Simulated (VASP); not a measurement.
OSZICAR of a VASP run on PdIn (CsCl type):

### OSZICAR
```
       N       E                     dE             d eps       ncg     rms          rms(c)
DAV:   1     0.164449317681E+03    0.16445E+03   -0.80165E+03 14586   0.837E+02
DAV:   2     0.414453232650E+01   -0.16030E+03   -0.14726E+03 13274   0.251E+02
DAV:   3    -0.865830163081E+01   -0.12803E+02   -0.12659E+02 15570   0.631E+01
DAV:   4    -0.891993833860E+01   -0.26164E+00   -0.26138E+00 16548   0.850E+00
DAV:   5    -0.892687367368E+01   -0.69353E-02   -0.69339E-02 17540   0.141E+00    0.671E+00
DAV:   6    -0.875627433373E+01    0.17060E+00   -0.22321E-01 17916   0.494E+00    0.318E+00
DAV:   7    -0.872076053473E+01    0.35514E-01   -0.28821E-02 18638   0.267E+00    0.137E+00
DAV:   8    -0.871413899533E+01    0.66215E-02   -0.15150E-02 17618   0.748E-01    0.410E-01
DAV:   9    -0.871339308851E+01    0.74591E-03   -0.13005E-03 18678   0.378E-01    0.630E-02
DAV:  10    -0.871339660346E+01   -0.35149E-05   -0.41706E-05 19060   0.559E-02    0.252E-02
DAV:  11    -0.871339758645E+01   -0.98299E-06   -0.42099E-06 15790   0.128E-02
   1 F= -.87133976E+01 E0= -.87133416E+01  d E =-.168069E-03
```

Task: Which electronic solver shows in the log?

Result: It is blocked Davidson (ALGO = Normal, or the opening steps of other solvers). The INCAR had ALGO = Normal.

Task: Can the final energy be trusted as converged?

Result: The calculation finished and met its thresholds. It stopped with EDIFF = 1E-6, NELM = 100 (PBE GGA, plane waves, VASP's PBE PAW potentials (set 64)).

The compound is PdIn in the CsCl type structure. The cell was not relaxed at this level, atoms are displaced from their ideal sites. The run is one of a series of settings (NBANDS = 30 against the base run), some of them coarse on purpose. The electron count is odd and the run is not spin-polarised, which forces a metal.
